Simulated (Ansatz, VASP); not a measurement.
## Two plane-wave programs on Hf3BiPt

```
Hf Bi Pt
1.0
     5.10374    0.00000    0.00000
     0.00000    5.10374    0.00000
     0.00000    0.00000    5.10374
Hf Bi Pt
3 1 1
Direct
  0.00000 0.50000 0.50000
  0.50000 0.00000 0.50000
  0.50000 0.50000 0.00000
  0.00000 0.00000 0.00000
  0.50000 0.50000 0.50000
```

Alike in both runs: functional PBE; k mesh 4 × 4 × 4; occupations gaussian, width 0.1 eV; no spin polarisation.

Ansatz relaxed the structure, and its values are those at the end. VASP's run is a single point on that final structure, the one shown.

|  | VASP | Ansatz |
| --- | --- | --- |
| version | VASP 6.6.1 | Ansatz 0.2.0 |
| potentials or method | VASP PAW PBE potentials, release 64 (Hf_pv, Bi_d, Pt) | scalar-relativistic, plane waves, PAW |
| plane-wave cutoff (eV) | 520 | 420 |
| valence electrons in the cell | 55 | 111 |

```tsv
	VASP	Ansatz	Ansatz less VASP
gap on the k mesh at the Fermi level (eV)	none	none	-
pressure (GPa)	-0.7	0.0	+0.77
```

A gap of «none» marks a metal or a gap that the smearing closes. The functional is the same, so the differences come from potentials, cutoffs and numerics. The two sets of potentials don't hold the same shells in valence.

Caveats: spin-orbit coupling is left out, which moves the levels of the heavy elements.
